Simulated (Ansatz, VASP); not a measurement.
# InSe: VASP beside Ansatz

Wanted: the spread between two codes on one cell, functional and k mesh. The structure shown is the start of the Ansatz relaxation below; VASP solves that cell, so the two are compared at the walk's first step.

Calculated with Ansatz 0.2.0; plane waves, with VASP 6.6.1 beside it; single point at PBEsol with D3(BJ).

## Step 1: Set-up

It takes space group R3m (No. 160, trigonal). Conventional cell: a = 3.860 Å, b = 3.860 Å, c = 23.427 Å, α = 90.00°, β = 90.00°, γ = 120.00°. Nearest to Se lie 3 In at 2.57 Å. Nearest to In lie 3 Se at 2.57 Å and 1 In at 2.69 Å. Nearest to In lie 3 Se at 2.57 Å and 1 In at 2.69 Å. Farther neighbours and most contacts between anions are not listed.

## Step 2: Ansatz: relaxation, PBEsol with D3(BJ)

Ansatz runs on its PAW soft_1 files.

The two programs are compared at the cell with which this relaxation starts, whose forces are those of its first step.

Input file input.yaml:

```yaml
crystal:
  lattice:
    - [1.9298856408, 1.1142199942, 7.8090434874]
    - [-1.9298856408, 1.1142199942, 7.8090434874]
    - [0.0, -2.2284399885, 7.8090434874]
  atoms:
    - { symbol: Se, position: [0.3898089591, 0.3898089591, 0.3898089591] }
    - { symbol: Se, position: [0.1656314994, 0.1656314994, 0.1656314994] }
    - { symbol: In, position: [1.0015884995, 0.0015884995, 0.0015884995] }
    - { symbol: In, position: [0.886971042, 0.886971042, 0.886971042] }
kpoints:
  mp_grid: { grid: [12, 12, 12] }
hamiltonian:
  xc: pbesol
  dispersion: d3bj
  pseudopotentials: { kind: paw, azcp: { folder: soft_1 }, xc_functional: pbe }
scf:
  occupations: { method: gaussian, width: 0.02 }
output:
  forces: true
  stress: true
  eigenvalues: true
relax:
  adjacent_minimum: "off"
  f_tol: 0.001
  max_steps: 60
  cell: { stress_tol: 0.01, fix: [volume] }
```

On the command line:

```sh
> ansatz run input.yaml --threads 8 --pin off --max-ram 16384MiB --backend cpu --events-out ev --progress --plain --runs-dir out
```

Numbers of over 12 decimals in the logs are rounded to 6 here.

The log of the run:

```text
basis.fft_grid_basis auto: the FFT boxes are laid along the combinations [[1, 0, -1], [0, 1, -1], [0, 0, 1]] of the cell's own vectors, 3.860, 3.860 and 8.121 Å long. The dense box has 27×27×60 points. Along the cell's own vectors, as sized, it would have 60×60×60, 4.94 times as many. Of the 6 symmetry operations that the crystal satisfies within crystal.symmetry.tolerance (time reversal apart; of a slab, those that  [...]
Engine: ansatz 0.2.0, aarch64-unknown-linux-gnu
Pseudopotentials: kind: paw
Pseudopotential: Se, paw, valence charge 16, recommended cutoff 420 eV (normal), soft_1/Se.paw.azcp
Pseudopotential: In, paw, valence charge 13, recommended cutoff 420 eV (normal), soft_1/In.paw.azcp
Functional definition: PBEsol
  exchange = pbesol_x
  correlation = pbesol_c
Crystal: 4 atoms, lattice volume = 100.752 Å³
Basis set: ecut = 420 eV, 1983 PW (Γ), FFT grids on a1−a3, a2−a3, a3, exchange–correlation on 54×54×120 points (8 copies of the dense FFT grid, shifted against one another)
Bands: 35, of which v1, the nominal top of the filled ones, is band 29 counted from 1 (28 counted from 0)
Symmetry: 6 space group operations
Space group: R3m (ITA 160), of the structure as read, at distance tolerance 4.7e-5 Å
k-points: 189 of 1728 (time reversal used)
Non-local potential: Se, projectors of the file, l = 0: 2, l = 1: 2, l = 2: 3, l = 3: 1
Non-local potential: In, projectors of the file, l = 0: 2, l = 1: 2, l = 2: 2, l = 3: 1
PAW form: soft (Blöchl's): semilocal exchange-correlation on the pseudo side does not see the compensation charge
PAW frozen core: Se, regenerated for the run's functional, and the local potential with it (the file was generated under x = pbe(κ = 0.804, μ = 0.219515), c = pbe(β = 0.066725))
PAW frozen core: In, regenerated for the run's functional, and the local potential with it (the file was generated under x = pbe(κ = 0.804, μ = 0.219515), c = pbe(β = 0.066725))
PAW one-centre angular grid: Se, 590 points (default); XC on 64 Gauss nodes
PAW one-centre angular grid: In, 590 points (default); XC on 64 Gauss nodes
Initial density: superposition of atomic densities (chi_scale 0.1, normalization cell, long waves kept (reshape's long-wave potential 0.60 eV rms))
Initial wavefunctions: pseudopotential atomic-orbital guess
Functional: x = pbesol(κ = 0.804, μ = 0.123457), c = pbesol(β = 0.046)
SCF iter   1: F=—  HF=-21905.328832 eV  |F-HF|=—  |Δ(HF+E_count)|=         —  Δρ=5.46e-2  dr2=1.64e1  ethr=3.10e-3  ⟨swp⟩=6.8  Hψ=29312  notcnv=0
preconditioner: auto → Resta (q_TF=auto, 2.488 Å⁻¹)  ε∞=3.3  [insulator: Δε(μ)=0.025 eV  Ē_g=14.923 eV  σ=0.020 eV  W_gap=0.57  n_scr=30 (ndim 8)  ℏωp=22.8 eV  f_vac=0.004  D(μ)=0.32/eV (n_scr^D=0)  ε∞_Penn≈3.3]
SCF iter   2: F=—  HF=-21902.610469 eV  |F-HF|=—  |Δ(HF+E_count)|=    2.72e0  Δρ=1.96e-2  dr2=8.27e-1  ethr=3.10e-3  ⟨swp⟩=3.7  Hψ=13690  notcnv=0  defer=225
SCF iter   3: F=—  HF=-21902.408557 eV  |F-HF|=—  |Δ(HF+E_count)|=   2.02e-1  Δρ=7.23e-3  dr2=5.19e-2  ethr=1.43e-3  ⟨swp⟩=2.9  Hψ=9412  notcnv=0  defer=223
SCF iter   4: F=—  HF=-21902.394487 eV  |F-HF|=—  |Δ(HF+E_count)|=   1.41e-2  Δρ=1.20e-3  dr2=3.76e-3  ethr=8.94e-5  ⟨swp⟩=4.0  Hψ=13404  notcnv=0  defer=223
SCF iter   5: F=—  HF=-21902.393778 eV  |F-HF|=—  |Δ(HF+E_count)|=   7.08e-4  Δρ=5.24e-4  dr2=5.49e-4  ethr=6.48e-6  ⟨swp⟩=2.0  Hψ=12784  notcnv=0  defer=223
SCF iter   6: F=—  HF=-21902.393849 eV  |F-HF|=—  |Δ(HF+E_count)|=   7.08e-5  Δρ=1.44e-4  dr2=3.09e-5  ethr=9.47e-7  ⟨swp⟩=2.0  Hψ=11684  notcnv=0  defer=223
SCF iter   7: F=—  HF=-21902.393870 eV  |F-HF|=—  |Δ(HF+E_count)|=   2.11e-5  Δρ=4.86e-5  dr2=2.68e-6  ethr=5.33e-8  ⟨swp⟩=2.0  Hψ=10182  notcnv=0  defer=223
SCF iter   8: F=—  HF=-21902.393871 eV  |F-HF|=—  |Δ(HF+E_count)|=   8.60e-7  Δρ=1.42e-5  dr2=3.38e-7  ethr=4.63e-9  ⟨swp⟩=2.0  Hψ=9989  notcnv=0  defer=223
SCF iter   9: F=-21902.393871 eV  HF=-21902.393871 eV  |F-HF|=1.41e-8  |Δ(HF+E_count)|=   1.13e-7  Δρ=4.60e-6  dr2=1.97e-8  ethr=1.72e-10  ⟨swp⟩=11.9  Hψ=34457  notcnv=0
SCF 1 converged in 9 iterations: F = -21902.393871 eV  dr2 = 1.97e-8
  greatest PAW one-centre occupation: 1.000 electrons in one spin orbital (limit 2), on the Se atom at site 1 (counted from 0), in its partial waves of l = 2
relax step   1: F+E_penalty+E_count = -21902.39387117 eV  Δ(F+E_penalty+E_count) = +0.000e0 eV  max|allowed force component| = 3.360e-1 eV/Å  Δτ_max = 0.0000 Å  P = +4.754 GPa  Ω = 100.752 Å³  fix = [volume]  reactions: volume +4.754 GPa  (9 SCF iters, dr2 threshold 1.00e-7 eV, accepted)
[...]
relax step   3: F+E_penalty+E_count = -21902.40619093 eV  Δ(F+E_penalty+E_count) = -1.232e-2 eV  max|allowed force component| = 2.678e-2 eV/Å  Δτ_max = 0.0398 Å  P = +3.826 GPa  Ω = 100.752 Å³  energy of the carried Pulay correction = +3.958e-18 eV  fix = [volume]  reactions: volume +3.826 GPa  (12 SCF iters, accepted)
[...]
relax step   4: F+E_penalty+E_count = -21902.40629061 eV  Δ(F+E_penalty+E_count) = -9.967e-5 eV  max|allowed force component| = 1.649e-2 eV/Å  Δτ_max = 0.0014 Å  P = +3.827 GPa  Ω = 100.752 Å³  energy of the carried Pulay correction = -7.916e-18 eV  fix = [volume]  reactions: volume +3.827 GPa  (4 SCF iters, dr2 threshold 5.19e-8 eV, accepted)
[...]
relax step   5: F+E_penalty+E_count = -21902.40630403 eV  Δ(F+E_penalty+E_count) = -1.342e-5 eV  max|allowed force component| = 1.869e-4 eV/Å  Δτ_max = 0.0009 Å  P = +3.823 GPa  Ω = 100.752 Å³  energy of the carried Pulay correction = -1.979e-18 eV  fix = [volume]  reactions: volume +3.823 GPa  (4 SCF iters, dr2 threshold 1.70e-8 eV, accepted)
[...]
relax step   6: F+E_penalty+E_count = -21902.40630463 eV  Δ(F+E_penalty+E_count) = -6.052e-7 eV  max|allowed force component| = 2.219e-4 eV/Å  Δτ_max = 0.0000 Å  P = +3.823 GPa  Ω = 100.752 Å³  fix = [volume]  reactions: volume +3.823 GPa  stress off target by 3.70e-4 GPa on what of the cell is left free  SCF on the basis re-selected at this cell (its energy is not comparable with the rows above)  (6 SCF iters)
basis re-selected at this cell: Δ(F+E_penalty+E_count) = -6.052e-7 eV, ΔP = -0.000 GPa vs the last step (what re-selecting the basis moved, of the pressure what is left beyond the Pulay correction that the steps carried, after the strain that the cell walked since its last selection, with what the two solves' SCF thresholds leave and, on support functions, any second-order correction that the steps lacked; it is no m [...]
SCF converged after 6 iterations
Free energy (F): -21902.406305 eV
Harris-Foulkes:  -21902.406305 eV  (|F-HF|=3.64e-12)
Internal energy: -21902.406305 eV  (E = F + TS)
E sigma→0 (E₀):  -21902.406305 eV
Fermi energy:    9.395600 eV
--- Per-component energies (eV) ---
  E_band       = -823.096292
  E_kinetic    = 664.217812
  E_local      = -7721.196140  (includes V_loc(G=0)·N_el)
  E_nonlocal   = -48.454897
  E_hartree    = 3789.233321
  E_xc         = -454.654849
  E_vxc        = -362.727509  (∫ρ·V_xc dr)
  E_paw        = -12448.788330  (= ΣΔE_a)
  E_vpaw       = -933.401749  (= ΣTr[D̂ρ^β])
  E_aug_tail   = -0.000428  (compensation charges beyond the density's cutoff)
  E_ewald      = -5683.904254
  E_disp       = -1.347252  (pairwise vdW)
  E_core_change = 2.488711  (= ΣΔE_core)
  E_smearing   = -0.000000  (= −TS)
  E_closure    = 0.000000  (closes the sum)
  Σ components = -21902.406305   (vs F -21902.406305, Δ=0.00e0)
--- Forces (eV/Å), atoms counted from 1 ---
  atom   1  Se    -0.00000000     0.00000000    -0.00022186
  atom   2  Se     0.00000000    -0.00000000     0.00006799
  atom   3  In     0.00000000    -0.00000000     0.00005727
  atom   4  In     0.00000000    -0.00000000     0.00009659
  max |Σ_I F_I| component: 8.03e-9 eV/Å
--- Stress (GPa, compression-positive) ---
        3.822825      -0.000000      -0.000000
       -0.000000       3.822825      -0.000000
       -0.000000      -0.000000       3.823380
  P = ⅓ Tr σ = 3.8230 GPa (38.230 kbar)
--- Band table (eV; the first three rows and the last of 189) ---
  k-point 0: bands = [... 25 lower, 7.5702, 7.5702, 8.0015, 8.0015, 11.4094, 11.6388, 13.6185, 13.6185, ... 2 higher]
  k-point 1: bands = [... 25 lower, 7.4385, 7.4493, 7.8088, 7.9308, 11.6306, 11.9129, 13.1368, 13.6719, ... 2 higher]
  k-point 2: bands = [... 25 lower, 7.1656, 7.1806, 7.7242, 7.8509, 11.5705, 11.9137, 13.0525, 13.4532, ... 2 higher]
  k-point 188: bands = [... 25 lower, 7.5001, 8.0910, 8.0910, 9.0443, 9.6974, 11.6694, 13.4164, 13.4164, ... 2 higher]
--- Relaxed structure (5 steps of the walk, 4 accepted, 1 SCFs on fresh bases) ---
  F+E_penalty+E_count = -21902.40630463 eV   max|allowed force component| = 2.219e-4 eV/Å   (the final SCF, on the basis selected at the relaxed cell)
  cell:  # Å, volume = 100.7515 Å³
    - [1.930010, 1.114292, 7.808038]
    - [-1.930010, 1.114292, 7.808038]
    - [0, -2.228583, 7.808038]
  atoms:
    - { symbol: Se, position: [0.391543, 0.391543, 0.391543] }
    - { symbol: Se, position: [0.163962, 0.163962, 0.163962] }
    - { symbol: In, position: [1.001757, 0.0017573, 0.0017573] }
    - { symbol: In, position: [0.886737, 0.886737, 0.886737] }
```

## Step 3: VASP: single point, PBEsol with D3(BJ), start cell, pair 1

The same cell, functional, mesh and smearing now go to VASP, with its own data sets.

Lines of VASP's logs that name or quote its potential files are left out, and so is its time.

Input file INCAR:

```
SYSTEM = InSe
PREC = Accurate
ENCUT = 400
EDIFF = 1E-06
NELM = 120
ISMEAR = 0
SIGMA = 0.02
LREAL = .FALSE.
ALGO = Normal
GGA = PS
IVDW = 12
NBANDS = 25
LORBIT = 11
LWAVE = .FALSE.
LCHARG = .FALSE.
ISIF = 2
LASPH = .TRUE.
GGA_COMPAT = .FALSE.
EFERMI = MIDGAP
KPAR = 2
```

Input file POSCAR:

```
InSe
1.0
    1.9298860000      1.1142200000      7.8090430000
   -1.9298860000      1.1142200000      7.8090430000
    0.0000000000     -2.2284400000      7.8090430000
Se In
2 2
Direct
    0.3898089689      0.3898089689      0.3898089689
    0.1656315206      0.1656315206      0.1656315206
    0.0015885002      0.0015885002      0.0015885002
    0.8869710838      0.8869710838      0.8869710838
```

Input file KPOINTS:

```
Automatic mesh
0
Gamma
12 12 12
0 0 0
```

The projector-augmented-wave data sets are Se and In_d (PBE family, release 64).

On the command line:

```sh
> mpirun -np 2 vasp_std
```

The log of the run:

```text
[banner, memory and clock lines left out]
running    2 mpi-ranks, on    1 nodes
 distrk:  each k-point on    1 cores,    2 groups
 distr:  one band on    1 cores,    1 groups

 POSCAR found type information on POSCAR SeIn
 POSCAR found :  2 types and       4 ions
|                                                                             |
|               ----> ADVICE to this user running VASP <----                  |
|                                                                             |
|     You enforced a specific xc type in the INCAR file but a different       |
|     [... a line on the potential file left out ...]
|     I HOPE YOU KNOW WHAT YOU ARE DOING!                                     |
|                                                                             |

 LDA part: xc-table for (Slater+PW92), standard interpolation
 POSCAR, INCAR and KPOINTS ok, starting setup
 FFT: planning ... GRIDC
 FFT: planning ... GRID_SOFT
 FFT: planning ... GRID
 WAVECAR not read
 entering main loop
       N       E                     dE             d eps       ncg     rms          rms(c)
DAV:   1     0.309905767592E+03    0.30991E+03   -0.15256E+04  9450   0.147E+03
DAV:   2     0.169816531638E+02   -0.29292E+03   -0.28664E+03  9856   0.372E+02
DAV:   3    -0.146018099612E+02   -0.31583E+02   -0.30896E+02 12161   0.139E+02
DAV:   4    -0.157376660321E+02   -0.11359E+01   -0.11339E+01 11006   0.282E+01
DAV:   5    -0.157908124530E+02   -0.53146E-01   -0.53141E-01 15409   0.546E+00    0.769E+00
DAV:   6    -0.153813041200E+02    0.40951E+00   -0.85773E-01 12881   0.166E+01    0.461E+00
DAV:   7    -0.153386661087E+02    0.42638E-01   -0.36559E-01 14103   0.545E+00    0.108E+00
DAV:   8    -0.153357512532E+02    0.29149E-02   -0.36387E-02 14412   0.229E+00    0.683E-01
DAV:   9    -0.153355985804E+02    0.15267E-03   -0.46050E-03 10432   0.389E-01    0.141E-01
DAV:  10    -0.153355933821E+02    0.51983E-05   -0.33210E-04 13982   0.176E-01    0.724E-02
DAV:  11    -0.153356307848E+02   -0.37403E-04   -0.12453E-04 11708   0.108E-01    0.185E-02
DAV:  12    -0.153356266851E+02    0.40997E-05   -0.14577E-05 14502   0.464E-02    0.140E-02
DAV:  13    -0.153356276809E+02   -0.99584E-06   -0.28020E-06  8817   0.107E-02
   1 F= -.16682332E+02 E0= -.16682332E+02  d E =-.198076E-94
```

OUTCAR, selected parts (step 3):

```text
ion  position               nearest neighbor table
   1  0.390  0.390  0.390-   3 2.57   3 2.57   3 2.57
   2  0.166  0.166  0.166-   4 2.57   4 2.57   4 2.57
   3  0.002  0.002  0.002-   1 2.57   1 2.57   1 2.57   4 2.69
   4  0.887  0.887  0.887-   2 2.57   2 2.57   2 2.57   3 2.69

  LATTYP: Found a trigonal (rhomboedric) cell.
 ALAT       =     8.1207819055
 COS(alpha) =     0.8870470409

 Subroutine GETGRP returns: Found  6 space group operations
 (whereof  6 operations were pure point group operations)

The static configuration has the point symmetry C_3v.

 Found    189 irreducible k-points:

   k-points           NKPTS =    189   k-points in BZ     NKDIM =    189   number of bands    NBANDS=     25

   dimension x,y,z NGX =    54 NGY =   54 NGZ =   54
   dimension x,y,z NGXF=   108 NGYF=  108 NGZF=  108

   ENCUT  =  400.0 eV  29.40 Ry    5.42 a.u.  13.24 13.24 13.24*2*pi/ulx,y,z

   NELECT =      38.0000    total number of electrons

 k-points in reciprocal lattice and weights: Automatic mesh
   0.00000000  0.00000000  0.00000000       0.001
   0.08333333  0.00000000  0.00000000       0.003
   0.16666667  0.00000000 -0.00000000       0.003
   0.25000000  0.00000000  0.00000000       0.003
   0.33333333  0.00000000  0.00000000       0.003
   0.41666667  0.00000000  0.00000000       0.003
   0.50000000  0.00000000  0.00000000       0.002
   0.08333333  0.08333333  0.00000000       0.003
   0.16666667  0.08333333  0.00000000       0.007
[...]
-0.41666667  0.50000000  0.41666667       0.003
   0.50000000  0.50000000  0.50000000       0.001

 average (electrostatic) potential at core
       1 -52.6816       2 -52.6812       3 -95.6060       4 -95.5989

 E-fermi :   5.9106

 k-point     1 :       0.0000    0.0000    0.0000
  band No.  band energies     occupation
    ...
     15       3.5082      2.00000
     16       4.0402      2.00000
     17       4.0402      2.00000
     18       4.3925      2.00000
     19       4.3925      2.00000
     20       7.8380      0.00000
     21       7.9784      0.00000
     22      10.0495      0.00000
     23      10.0495      0.00000
     24      10.4027      0.00000
    ...

 k-point     2 :       0.0833    0.0000    0.0000
  band No.  band energies     occupation
    ...
     15       3.3043      2.00000
     16       3.8917      2.00000
     17       3.9193      2.00000
     18       4.2460      2.00000
     19       4.3160      2.00000
     20       8.0295      0.00000
     21       8.3409      0.00000
     22       9.5895      0.00000
     23      10.1176      0.00000
     24      10.4167      0.00000
    ...

 k-point     3 :       0.1667    0.0000   -0.0000
  band No.  band energies     occupation
    ...
     15       2.4897      2.00000
     16       3.6352      2.00000
     17       3.6461      2.00000
     18       4.0970      2.00000
     19       4.3164      2.00000
     20       8.0786      0.00000
     21       8.3616      0.00000
     22       9.5310      0.00000
     23       9.9452      0.00000
     24      10.2853      0.00000
    ...

 Edisp (eV)   -1.34670

  Total       3.02497     3.02496     3.08953     0.00000     0.00000     0.00000
  in kB      48.10380    48.10378    49.13045     0.00000     0.00000     0.00000
  external pressure =       48.45 kB  Pullay stress =        0.00 kB

  energy-cutoff  :      400.00
  volume of cell :      100.75
      direct lattice vectors                 reciprocal lattice vectors
     1.929886000  1.114220000  7.809043000     0.259082661  0.149581471  0.042685555
    -1.929886000  1.114220000  7.809043000    -0.259082661  0.149581471  0.042685555
     0.000000000 -2.228440000  7.809043000     0.000000000 -0.299162942  0.042685555

 POSITION                                       TOTAL-FORCE (eV/Angst)
 -----------------------------------------------------------------------------------
      0.00000      0.00000      9.13210         0.000000      0.000000      0.358200
      0.00000      0.00000      3.88027         0.000000     -0.000000     -0.350718
      0.00000      0.00000      0.03721         0.000000     -0.000000     -0.201624
      0.00000      0.00000     20.77919         0.000000      0.000000      0.194142
 -----------------------------------------------------------------------------------
    total drift:                                0.000000     -0.000009      0.000886

  FREE ENERGIE OF THE ION-ELECTRON SYSTEM (eV)
  ---------------------------------------------------
  free  energy   TOTEN  =       -16.6823322592 eV

  energy  without entropy=      -16.6823322592  energy(sigma->0) =      -16.68233226

 total charge
# of ion       s       p       d       tot
------------------------------------------
    1        1.480   2.361   0.033   3.873
    2        1.479   2.363   0.034   3.875
    3        0.865   0.760   9.897  11.523
    4        0.865   0.766   9.897  11.528
--------------------------------------------------
tot          4.688   6.250  19.861  30.799

[... 3 further parts left out ...]
```

The run ends at a pressure of 4.84 GPa, with forces up to 0.36 eV/Å.

## Step 4: Comparison

Known differences besides the potentials themselves: the data sets hold 58 valence electrons in Ansatz (on its PAW soft_1 files) and 38 in VASP; the cutoff is 420 eV in Ansatz and 400 eV in VASP; Ansatz makes its cores anew for this functional, VASP keeps those of its PBE data sets. Total energies have different zeros and are not compared.

Forces (eV/Å; atoms numbered as in POSCAR):

| atom | Ansatz x, y, z | VASP x, y, z |
| --- | --- | --- |
| Se1 | 0.000, 0.000, 0.336 | 0.000, 0.000, 0.358 |
| Se2 | 0.000, 0.000, -0.329 | 0.000, 0.000, -0.351 |
| In3 | 0.000, 0.000, -0.177 | 0.000, 0.000, -0.202 |
| In4 | 0.000, 0.000, 0.170 | 0.000, 0.000, 0.194 |

The forces differ by 13 meV/Å r.m.s., which is 8.1 % of the r.m.s. force of 0.166 eV/Å (both taken over all components).

## Step 5: Ansatz: relaxation, PBEsol with D3(BJ)

The two programs are compared at the cell with which this relaxation starts, whose forces are those of its first step. The cell compared in this pair holds 102.94 Å³, against 100.75 Å³ for the pair before.

The structure compared here is the start of the Ansatz relaxation; VASP solves that cell, so the two are compared at the walk's first step.

input.yaml, as its differences from that of step 2:

```diff
@@ -2,5 +2,5 @@
   lattice:
-    - [1.9298856408, 1.1142199942, 7.8090434874]
-    - [-1.9298856408, 1.1142199942, 7.8090434874]
-    - [0.0, -2.2284399885, 7.8090434874]
+    - [1.9437701876, 1.122236241, 7.865225588]
+    - [-1.9437701876, 1.122236241, 7.865225588]
+    - [0.0, -2.2444724821, 7.865225588]
   atoms:
```

On the command line:

```sh
> ansatz run input.yaml --threads 8 --pin off --max-ram 16384MiB --backend cpu --events-out ev --progress --plain --runs-dir out
```

The log of the run:

```text
[...]
Crystal: 4 atoms, lattice volume = 102.942 Å³
Basis set: ecut = 420 eV, 2031 PW (Γ), FFT grids on a1−a3, a2−a3, a3, exchange–correlation on 54×54×120 points (8 copies of the dense FFT grid, shifted against one another)
Bands: 35, of which v1, the nominal top of the filled ones, is band 29 counted from 1 (28 counted from 0)
Symmetry: 6 space group operations
[...]
--- Relaxed structure (5 steps of the walk, 4 accepted, 1 SCFs on fresh bases) ---
[...]
cell:  # Å, volume = 102.9418 Å³
    - [1.944253, 1.122515, 7.861320]
    - [-1.944253, 1.122515, 7.861320]
    - [0, -2.245030, 7.861320]
  atoms:
    - { symbol: Se, position: [0.390703, 0.390703, 0.390703] }
    - { symbol: Se, position: [0.164769, 0.164769, 0.164769] }
    - { symbol: In, position: [1.001703, 0.00170334, 0.00170334] }
    - { symbol: In, position: [0.886825, 0.886825, 0.886825] }
[key lines of the parts left out:]
SCF converged after 6 iterations
Free energy (F): -21902.450409 eV
Fermi energy:    9.048381 eV
P = ⅓ Tr σ = 2.6543 GPa (26.543 kbar)
```

(Continued in part 2 of 2.)

[Lines on the potential files, build, host, timing and source positions are cut from VASP's logs without a mark.]

[Logs are printed without paths, hosts, clocks, repeated set-up lines and the standing remarks that a program may print on its own settings, such as how far it seeks lower states.]

[Hosts, paths, dates, database ids (printed as entryN), source tags and the programs' standing remarks are cut or masked in the printed files.]
